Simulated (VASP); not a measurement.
Input for VASP

POSCAR:
```
Lu
1
    1.7404637737    -3.0145717702     0.0000000000
    1.7404637737     3.0145717702     0.0000000000
    0.0000000000     0.0000000000     5.4105138738
Lu
2
Direct
  0.3333330000   0.6666670000   0.2500000000
  0.6666670000   0.3333330000   0.7500000000
```

**INCAR**
```
SYSTEM = Lu
PREC = Accurate
ENCUT = 520
EDIFF = 1E-7
NELM = 100
ALGO = Normal
LREAL = .FALSE.
LASPH = .TRUE.
ISMEAR = -5
GGA = BO
PARAM1 = 0.1833333333
PARAM2 = 0.22
LUSE_VDW = .TRUE.
AGGAC = 0.0
LMAXMIX = 6
LWAVE = .FALSE.
LCHARG = .TRUE.
LORBIT = 11
NEDOS = 601
ISIF = 2
```

**KPOINTS**
```
Automatic mesh
0
Gamma
14 14 8
0 0 0
```

POTCAR, in this order: Lu_3 (PBE.64 set). Program: vasp_std.

### Question
Translate this optB88-vdW calculation to Quantum ESPRESSO's pw.x.

### Answer
One equivalent input (not run):
```
&CONTROL
  calculation = 'scf'
  pseudo_dir = './pseudo'
  outdir = './out'
  tprnfor = .true.
  tstress = .true.
/
&SYSTEM
  ibrav = 0
  nat = 2
  ntyp = 1
  ecutwfc = 100
  occupations = 'tetrahedra'
  input_dft = 'vdw-df-obk8'
/
&ELECTRONS
  conv_thr = 7.3e-09
  electron_maxstep = 100
/
ATOMIC_SPECIES
  Lu 174.967 Lu.upf
CELL_PARAMETERS angstrom
     1.7404638   -3.0145718    0.0000000
     1.7404638    3.0145718    0.0000000
     0.0000000    0.0000000    5.4105139
ATOMIC_POSITIONS crystal
  Lu   0.3333330  0.6666670  0.2500000
  Lu   0.6666670  0.3333330  0.7500000
K_POINTS automatic
  14 14 8 0 0 0
```
The two are equivalent in intent, not identical: the potentials are each code's own (VASP's PAW set, PseudoDojo norm-conserving files in pw.x), so ENCUT and ecutwfc are chosen apart and not converted; conv_thr bounds pw.x's estimated SCF error, while EDIFF bounds the energy change between steps.

The compound is Lu in the hcp structure. It was relaxed first.
